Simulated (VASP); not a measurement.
OSZICAR of a VASP run on Pb (fcc):

### OSZICAR
```
       N       E                     dE             d eps       ncg     rms          rms(c)
DAV:   1     0.106158060706E+03    0.10616E+03   -0.74624E+03  1863   0.150E+03
DAV:   2     0.391125132627E+01   -0.10225E+03   -0.10031E+03  1884   0.331E+02
DAV:   3    -0.647261602958E+00   -0.45585E+01   -0.45046E+01  2218   0.803E+01
DAV:   4    -0.749599785171E+00   -0.10234E+00   -0.10231E+00  2246   0.130E+01
DAV:   5    -0.753575839927E+00   -0.39761E-02   -0.39758E-02  2330   0.228E+00    0.536E-01
DAV:   6    -0.743627716951E+00    0.99481E-02   -0.15223E-02  2232   0.235E+00    0.255E-01
DAV:   7    -0.741017684906E+00    0.26100E-02   -0.62140E-03  2202   0.142E+00    0.758E-02
DAV:   8    -0.740867506129E+00    0.15018E-03   -0.32987E-04  2465   0.364E-01    0.996E-03
DAV:   9    -0.740864523721E+00    0.29824E-05   -0.99742E-06  2267   0.641E-02    0.459E-03
DAV:  10    -0.740864223917E+00    0.29980E-06   -0.10261E-06  2046   0.983E-03    0.204E-04
DAV:  11    -0.740864205618E+00    0.18299E-07   -0.19139E-08  1215   0.180E-03
   1 F= -.74086421E+00 E0= -.74092650E+00  d E =0.186889E-03
```

Problem. Which electronic solver shows in the log?

Solution. It is blocked Davidson (ALGO = Normal, or the opening steps of other solvers). The INCAR had ALGO = Normal.

Problem. Can the final energy be trusted as converged?

Solution. Self-consistency was reached. It stopped with EDIFF = 1E-7, NELM = 100 (rev-vdW-DF2, plane waves, VASP's PBE PAW potentials (set 64)).

The compound is Pb in the fcc structure. This cell is one point of a volume scan, at 0.97 of the reference volume.
